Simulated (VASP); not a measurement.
A cell of Ni$_{3}$Fe (L1_2) near equilibrium:

```yaml
crystal:
  lattice:
    - [3.54025, 0.00000, 0.00000]
    - [0.00000, 3.54025, 0.00000]
    - [0.00000, 0.00000, 3.54025]
  atoms:
    - { symbol: Fe, position: [0.00000, 0.00000, 0.00000], spin: 2.9 }
    - { symbol: Ni, position: [0.00000, 0.50000, 0.50000], spin: 0.6 }
    - { symbol: Ni, position: [0.50000, 0.00000, 0.50000], spin: 0.6 }
    - { symbol: Ni, position: [0.50000, 0.50000, 0.00000], spin: 0.6 }
```

Calculation: PBE GGA, VASP's PBE PAW potentials (set 64) (plane waves; VASP).

| run | ΔE (meV/atom) | σxx | σyy | σzz | largest shear component, with its sign (GPa) | largest force (eV/Å) | moment (μB) |
|---|---|---|---|---|---|---|---|
| as it is | 0.0 | 0.56 | 0.56 | 0.56 | 0.00 | 0.000 | 4.80 |
| after one change | 28.2 | 14.01 | 14.01 | 14.01 | 0.00 | 0.000 | 4.62 |
Stress is in GPa, positive when the cell is compressed.

Q: What was changed between the two runs?
(A) isotropic strain of -1.5 %
(B) atom 3 (Ni) moved by 0.150 Å along y
(C) isotropic strain of -1.0 %
(D) isotropic strain of -2.0 %

A: D, isotropic strain of -2.0 %

The compound is Ni3Fe in the L1_2 structure. The spin order is the one that the start imposed; others were not tried in this run.
